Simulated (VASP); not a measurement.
These are r2SCAN meta-GGA, VASP's PBE PAW potentials (set 64) (plane waves; VASP 6.6.1) values and carry that method's errors.

A VASP calculation is set up with these files.

**POSCAR**
```
BP
1
   -0.0000000000     2.2659876387     2.2659876387
    2.2659876387     0.0000000000     2.2659876387
    2.2659876387     2.2659876387     0.0000000000
B P
1 1
Direct
  0.0000000000   0.0000000000   0.0000000000
  0.2500000000   0.2500000000   0.2500000000
```

### INCAR
```
SYSTEM = BP
PREC = Accurate; ENCUT = 600; LREAL = .FALSE.
LASPH = .TRUE.
EDIFF = 1E-7; NELM = 100; ALGO = Normal
LMIXTAU = .TRUE.
ISMEAR = 0; SIGMA = 0.05
METAGGA = R2SCAN
ISIF = 2
LWAVE = .FALSE.; LCHARG = .FALSE.
```

File KPOINTS:
```
Automatic
0
Gamma
10 10 10
```

POTCAR, in this order: B P (PBE.64 set). Program: vasp_std.

What VASP printed:

File OSZICAR:
```
       N       E                     dE             d eps       ncg     rms          rms(c)
DAV:   1     0.845331121583E+01    0.84533E+01   -0.45034E+03   752   0.103E+03
DAV:   2    -0.188996020945E+02   -0.27353E+02   -0.25672E+02  1208   0.122E+02
DAV:   3    -0.191829656802E+02   -0.28336E+00   -0.28336E+00   848   0.165E+01
DAV:   4    -0.191836725097E+02   -0.70683E-03   -0.70683E-03  1216   0.870E-01
DAV:   5    -0.191836728404E+02   -0.33062E-06   -0.33062E-06   856   0.144E-02    0.796E+00
DAV:   6    -0.172842724049E+02    0.18994E+01   -0.13010E+00  1128   0.821E+00    0.488E+00
DAV:   7    -0.171667584639E+02    0.11751E+00   -0.46979E-01   752   0.483E+00    0.123E+00
DAV:   8    -0.171777994682E+02   -0.11041E-01   -0.22303E-01   824   0.468E+00    0.542E-01
DAV:   9    -0.172790679043E+02   -0.10127E+00   -0.15936E-02   912   0.123E+00    0.323E-01
DAV:  10    -0.172847815424E+02   -0.57136E-02   -0.74267E-04  1008   0.288E-01    0.292E-01
DAV:  11    -0.173129185393E+02   -0.28137E-01   -0.75464E-03   752   0.104E+00    0.615E-02
DAV:  12    -0.173136796606E+02   -0.76112E-03   -0.27502E-03  1088   0.577E-01    0.521E-02
DAV:  13    -0.173137423937E+02   -0.62733E-04   -0.47144E-05   768   0.777E-02    0.291E-02
DAV:  14    -0.173137829585E+02   -0.40565E-04   -0.25577E-05   832   0.701E-02    0.206E-02
DAV:  15    -0.173139124875E+02   -0.12953E-03   -0.11606E-04   760   0.114E-01    0.265E-03
DAV:  16    -0.173139172230E+02   -0.47354E-05   -0.36142E-06  1032   0.217E-02    0.423E-03
DAV:  17    -0.173139170729E+02    0.15009E-06   -0.16099E-07   872   0.509E-03    0.223E-03
DAV:  18    -0.173139177240E+02   -0.65107E-06   -0.18975E-07   712   0.431E-03    0.129E-03
DAV:  19    -0.173139173833E+02    0.34071E-06   -0.54662E-08   376   0.227E-03    0.139E-03
DAV:  20    -0.173139174057E+02   -0.22411E-07   -0.43785E-09   376   0.634E-04
   1 F= -.17313917E+02 E0= -.17313917E+02  d E =-.126313E-13
```

File OUTCAR:
```
------------------------ aborting loop because EDIFF is reached ----------------------------------------
  FORCE on cell =-STRESS in cart. coord.  units (eV):
  Direction    XX          YY          ZZ          XY          YZ          ZX
  --------------------------------------------------------------------------------------
  Total        0.0018171      0.0018171      0.0018171      0.0000000      0.0000000      0.0000000
  in kB        0.1251064      0.1251064      0.1251064      0.0000000      0.0000000      0.0000000
  external PRESSURE =       0.1251064 kB  Pullay stress =       0.0000000 kB
  volume of cell :       23.27
      direct lattice vectors                 reciprocal lattice vectors
     0.000000000  2.265987639  2.265987639    -0.220654337  0.220654337  0.220654337
     2.265987639  0.000000000  2.265987639     0.220654337 -0.220654337  0.220654337
     2.265987639  2.265987639  0.000000000     0.220654337  0.220654337 -0.220654337
  FREE ENERGIE OF THE ION-ELECTRON SYSTEM (eV)
  ---------------------------------------------------
  free  energy   TOTEN  =       -17.3139174057 eV

  energy  without entropy=      -17.3139174057  energy(sigma->0) =      -17.31391741
```
(Selected blocks of OUTCAR.)

The compound is BP in the zinc blende structure. It was relaxed first.
